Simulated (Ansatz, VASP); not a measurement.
# Sn2SO in two plane-wave programs

Aim: how closely do two programs agree when they are given the same cell, functional and k mesh? The cell is taken from a series of runs on this material, whose earlier steps may have relaxed, scaled, displaced or heated it; both programs get it as it stands.

Main program and level: Ansatz 0.2.0; plane waves, with VASP 6.6.1 beside it; dielectric response at PBE.

The structure was built from a prototype and need not be the compound's stable phase.

**1. The structure**

Symmetry: P1, No. 1, triclinic system. Conventional cell: a = 3.673 Å, b = 4.630 Å, c = 5.937 Å, α = 95.25°, β = 107.76°, γ = 90.02°. Nearest to Sn lie 1 O at 2.14 Å and 2 S at 2.60 Å. Nearest to Sn lie 2 O at 2.22 Å and 1 S at 2.69 Å. Nearest to S lie 3 Sn at 2.60 to 2.69 Å. O has 3 Sn at 2.14 to 2.22 Å nearest. As first built, before any earlier steps moved the atoms (in the runner's words): half of the S replaced by O in the P-1 structure of SnS. Farther neighbours and most contacts between anions are not listed.

**2. Ansatz: dielectric response, PBE**

Ansatz runs on its default PAW (the set named soft_2) files.

The response to a field tests empty states and converges slowly with the mesh.

input.yaml reads:

```yaml
crystal:
  lattice:
    - [4.6262328853, 0.0014121613, -0.1770696163]
    - [0.0021332411, 3.671009829, 0.1147507698]
    - [-0.3274182925, 1.6846518557, 5.6994863623]
  atoms:
    - { symbol: Sn, position: [0.8030792672, 0.6326608605, 0.7309126766] }
    - { symbol: Sn, position: [0.3904315104, 0.3839654739, 0.2362556381] }
    - { symbol: S, position: [0.184883612, 0.1660287909, 0.6655342746] }
    - { symbol: O, position: [0.6216056104, 0.8173448747, 0.3672974108] }
kpoints:
  mp_grid: { grid: [5, 7, 4] }
scf:
  occupations: { method: fixed }
hamiltonian:
  xc: pbe
  pseudopotentials: { kind: paw }
dielectric: {}
```

Started as:

```
$ ansatz run input.yaml --threads 4 --pin off --max-ram 8192MiB --backend cpu --events-out ev --progress --plain --runs-dir out
```

Numbers of over 12 decimals in the logs are rounded to 6 here.

Output:

```text
Engine: ansatz 0.2.0, aarch64-unknown-linux-gnu
Pseudopotentials: kind: paw
Pseudopotential: Sn, paw, valence charge 14, recommended cutoff 420 eV (normal), Sn.paw.azcp
Pseudopotential: S, paw, valence charge 6, recommended cutoff 420 eV (normal), S.paw.azcp
Pseudopotential: O, paw, valence charge 6, recommended cutoff 420 eV (normal), O.paw.azcp
Functional definition: PBE
  parameter kappa = 0.804
  parameter beta = 0.066725
  exchange = pbe_x(kappa = kappa, mu = beta*pi^2/3)
  correlation = pbe_c(beta = beta)
Crystal: 4 atoms, lattice volume = 95.686 Å³
Basis set: ecut = 420 eV, 1845 PW (Γ), exchange–correlation on 64×50×80 points (8 copies of the dense FFT grid, shifted against one another)
Bands: 24, of which v1, the nominal top of the filled ones, is band 20 counted from 1 (19 counted from 0)
Symmetry: 1 space group operations
k-points: 71 of 140 (time reversal used)
Non-local potential: Sn, projectors of the file, l = 0: 2, l = 1: 2, l = 2: 2, l = 3: 2
Non-local potential: S, projectors of the file, l = 0: 2, l = 1: 2, l = 2: 2
Non-local potential: O, projectors of the file, l = 0: 2, l = 1: 2, l = 2: 1
PAW form: soft (Blöchl's): semilocal exchange-correlation on the pseudo side does not see the compensation charge
PAW one-centre angular grid: Sn, 590 points (default); XC on 64 Gauss nodes
PAW one-centre angular grid: S, 110 points (default); XC on 64 Gauss nodes
PAW one-centre angular grid: O, 110 points (default); XC on 64 Gauss nodes
Initial density: superposition of atomic densities (neutral atoms: chi_scale 0, normalization atom), corrected by the library's trained network
Initial wavefunctions: pseudopotential atomic-orbital guess
Functional: x = pbe(κ = 0.804, μ = 0.219515), c = pbe(β = 0.066725)
SCF iter   1: F=—  HF=-13518.496322 eV  |F-HF|=—  |Δ(HF+E_count)|=         —  Δρ=2.17e-3  dr2=5.36e-3  ethr=1.77e-3  ⟨swp⟩=5.0  Hψ=6808  notcnv=0  defer=127
preconditioner: auto → Resta (q_TF=auto, 2.359 Å⁻¹)  ε∞=3.1  [insulator: Δε(μ)=1.233 eV  Ē_g=16.721 eV  n_scr=22 (ndim 8)  ℏωp=24.0 eV  f_vac=0.044  ε∞_Penn≈3.1]
SCF iter   2: F=—  HF=-13518.494666 eV  |F-HF|=—  |Δ(HF+E_count)|=   1.66e-3  Δρ=1.20e-3  dr2=1.39e-3  ethr=1.34e-5  ⟨swp⟩=2.0  Hψ=3686  notcnv=0  defer=142
SCF iter   3: F=—  HF=-13518.494790 eV  |F-HF|=—  |Δ(HF+E_count)|=   1.24e-4  Δρ=7.60e-4  dr2=5.56e-4  ethr=3.48e-6  ⟨swp⟩=2.0  Hψ=2556  notcnv=0  defer=142
SCF iter   4: F=—  HF=-13518.494830 eV  |F-HF|=—  |Δ(HF+E_count)|=   4.02e-5  Δρ=2.43e-4  dr2=6.68e-5  ethr=1.39e-6  ⟨swp⟩=2.0  Hψ=2556  notcnv=0  defer=142
SCF iter   5: F=—  HF=-13518.494842 eV  |F-HF|=—  |Δ(HF+E_count)|=   1.19e-5  Δρ=8.57e-5  dr2=8.31e-6  ethr=1.67e-7  ⟨swp⟩=2.0  Hψ=2233  notcnv=0  defer=61
SCF iter   6: F=—  HF=-13518.494849 eV  |F-HF|=—  |Δ(HF+E_count)|=   6.73e-6  Δρ=2.16e-5  dr2=5.28e-7  ethr=2.08e-8  ⟨swp⟩=3.0  Hψ=3124  notcnv=0
SCF iter   7: F=—  HF=-13518.494849 eV  |F-HF|=—  |Δ(HF+E_count)|=   9.72e-7  Δρ=7.67e-6  dr2=9.11e-8  ethr=1.32e-9  ⟨swp⟩=2.0  Hψ=2754  notcnv=0
SCF iter   8: F=—  HF=-13518.494850 eV  |F-HF|=—  |Δ(HF+E_count)|=   8.90e-8  Δρ=1.87e-6  dr2=4.26e-9  ethr=2.28e-10  ⟨swp⟩=2.0  Hψ=2331  notcnv=0
SCF iter   9: F=—  HF=-13518.494850 eV  |F-HF|=—  |Δ(HF+E_count)|=   8.19e-9  Δρ=6.94e-7  dr2=4.53e-10  ethr=1.07e-11  ⟨swp⟩=2.0  Hψ=3114  notcnv=0
SCF iter  10: F=-13518.494850 eV  HF=-13518.494850 eV  |F-HF|=1.82e-11  |Δ(HF+E_count)|=  9.09e-11  Δρ=1.38e-7  dr2=2.90e-11  ethr=1.00e-12  ⟨swp⟩=5.0  Hψ=6239  notcnv=0
SCF 1 converged in 10 iterations: F = -13518.494850 eV  dr2 = 2.90e-11
  greatest PAW one-centre occupation: 0.993 electrons in one spin orbital (limit 2), on the Sn atom at site 1 (counted from 0), in its partial waves of l = 2
NSCF: frozen V_eff on 6 k-points
DFPT response loops at Γ: preconditioner auto → Resta (q_TF=auto, 2.359 Å⁻¹)  ε∞=7.0 (no band partly filled); β = 1.00, the filter's whole step (`scf.mixing.beta` (0.50) is not read by the response loops at its default; to damp them type it under 1.00, their step now; it binds the ground state too); Broyden in place of MSR1
── the response to a field inside a basis, on 8×10×6 k-points: an SCF that follows is theirs, and a resumed run solves both again ──
Bands: 21, of which v1, the nominal top of the filled ones, is band 20 counted from 1 (19 counted from 0)
k-points: 240 of 480 (time reversal used)
Initial density: handed on by an earlier stage of this run
Initial wavefunctions: pseudopotential atomic-orbital guess (no wavefunctions were taken with the density)
Eigensolver: Dense (240 Hₖ)
SCF iter   1: F=—  HF=-13518.487876 eV  |F-HF|=—  |Δ(HF+E_count)|=         —  Δρ=2.40e-4  dr2=1.12e-5  ethr=1.00e-1
preconditioner: auto → Resta (q_TF=auto, 2.359 Å⁻¹)  ε∞=3.4  [insulator: Δε(μ)=1.310 eV  Ē_g=15.406 eV  n_scr=22 (ndim 8)  ℏωp=24.0 eV  f_vac=0.047  ε∞_Penn≈3.4]
SCF iter   2: F=—  HF=-13518.487884 eV  |F-HF|=—  |Δ(HF+E_count)|=   8.88e-6  Δρ=1.16e-4  dr2=5.94e-6  ethr=2.79e-8
SCF iter   3: F=—  HF=-13518.487887 eV  |F-HF|=—  |Δ(HF+E_count)|=   2.71e-6  Δρ=6.58e-5  dr2=1.23e-6  ethr=1.49e-8
SCF iter   4: F=-13518.487888 eV  HF=-13518.487888 eV  |F-HF|=1.25e-8  |Δ(HF+E_count)|=   8.07e-7  Δρ=4.68e-6  dr2=2.11e-8  ethr=3.08e-9
SCF 1 converged in 4 iterations: F = -13518.487888 eV  dr2 = 2.11e-8
DFPT response loops at Γ: preconditioner auto → Resta (q_TF=auto, 2.359 Å⁻¹)  ε∞=6.8 (no band partly filled); β = 1.00, the filter's whole step (`scf.mixing.beta` (0.50) is not read by the response loops at its default; to damp them type it under 1.00, their step now; it binds the ground state too); Broyden in place of MSR1
SCF converged after 10 iterations
Free energy (F): -13518.494850 eV
Harris-Foulkes:  -13518.494850 eV  (|F-HF|=1.82e-11)
Internal energy: -13518.494850 eV  (E = F + TS)
E sigma→0 (E₀):  -13518.494850 eV
Fermi energy:    6.643863 eV
--- Per-component energies (eV) ---
  E_band       = -263.380412
  E_kinetic    = 651.147723
  E_local      = -2765.396702  (includes V_loc(G=0)·N_el)
  E_nonlocal   = 11.718401
  E_hartree    = 1478.831142
  E_xc         = -935.706375
  E_vxc        = -372.677834  (∫ρ·V_xc dr)
  E_paw        = -9027.739068  (= ΣΔE_a)
  E_vpaw       = -745.836668  (= ΣTr[D̂ρ^β])
  E_aug_tail   = 0.002380  (compensation charges beyond the density's cutoff)
  E_ewald      = -2931.352351
  E_smearing   = -0.000000  (= −TS)
  E_closure    = 0.000000  (closes the sum)
  Σ components = -13518.494850   (vs F -13518.494850, Δ=0.00e0)
--- Band table (eV; the first three rows and the last of 71) ---
  k-point 0: bands = [... 16 lower, 3.8293, 4.7654, 5.2366, 6.2776, 8.9892, 10.5347, 11.0550, 11.6978]
  k-point 1: bands = [... 16 lower, 3.7501, 4.9445, 5.2630, 6.4453, 8.6779, 10.5871, 11.0805, 11.2903]
  k-point 2: bands = [... 16 lower, 3.4129, 5.2885, 5.3850, 6.3571, 9.2247, 9.5794, 10.7186, 11.1951]
  k-point 70: bands = [... 16 lower, 4.0192, 4.9716, 5.3160, 5.9990, 8.7898, 10.1021, 11.0856, 11.3556]
--- Dielectric response (ions clamped): 3 representative field directions + reference, inside a basis on a mesh of 480 k-points (Σ response iterations 21) ---
  ε∞ (high-frequency dielectric tensor):
       10.079596     0.031196    -1.422557
        0.031196     8.813668    -0.008810
       -1.422557    -0.008810     9.447143
  Born effective charges Z* (e; rows j = field, columns β = displacement):
    site 0:
         3.92754   -0.02007    0.78603
         0.00175    2.89088    0.03080
        -0.04709    0.02632    1.91678
    site 1:
         1.77700    0.04307   -1.39001
         0.01303    3.22833   -0.01803
        -0.39100   -0.03095    4.08578
    site 2:
        -3.69977   -0.05191    1.69738
        -0.03827   -2.67673    0.00239
         1.30584    0.00678   -2.87580
    site 3:
        -2.00477    0.02891   -1.09339
         0.02349   -3.44248   -0.01516
        -0.86775   -0.00214   -3.12675
  Z* charge neutrality: 3.230e-3 e pre-enforcement
  solved inside a basis spanned on kpoints, on 8×10×6 k-points, its susceptibility summed on 10×12×8: ε∞ is read to err by 3.4e-2, Z* by 2.0e-2 e (field_mesh: kpoints solves on kpoints); Z* is corrected for what the basis lacks
```

(Part 1 of 2 ends here.)

[Lines on the potential files, build, host, timing and source positions are cut from VASP's logs without a mark.]

[Logs are printed without paths, hosts, clocks, repeated set-up lines and the standing remarks that a program may print on its own settings, such as how far it seeks lower states.]

[Hosts, paths, dates, database ids (printed as entryN), source tags and the programs' standing remarks are cut or masked in the printed files.]
